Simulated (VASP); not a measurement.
Runs of VASP 6.6.1 on OSiClBrH2. The cell holds a molecule in a box, 6 atoms: a = 12.000 Å, b = 13.000 Å, c = 12.000 Å, α = 90.00°, β = 90.00°, γ = 90.00°. 

```tsv
task	level	grid for exact exchange (PRECFOCK)	exchange at q = 0	screening parameter	gap on the mesh (eV)	largest force (eV/Å)
single point	r2SCAN0+D4	Normal	default	-	8.67	(b)
single point	BLYP	-	-	-	6.08	(a)
electron localisation function	PBE	-	-	-	6.21	0.56
single point	HSE06+D3(BJ)	Normal	-	0.2 1/A	7.48	0.11
atomic charges	PBE+TS	-	-	-	6.21	0.56
```

Alike in all rows: potentials or basis VASP PAW PBE potentials, release 64 (O, Si, Cl, Br, H); no spin polarisation; cell as given; k mesh 1 × 1 × 1; cutoff (eV) 520; smearing gaussian 0.01 eV.

Task: Fill in the values left out.

Result: (a) 0.62; (b) 0.41.

Caveats: the PAW data sets were made with another functional, which shifts forces and pressure a little (some runs).

A k mesh can miss the band edges, and the runs leave out spin-orbit coupling on Br.

Not every run made on this cell is shown here.
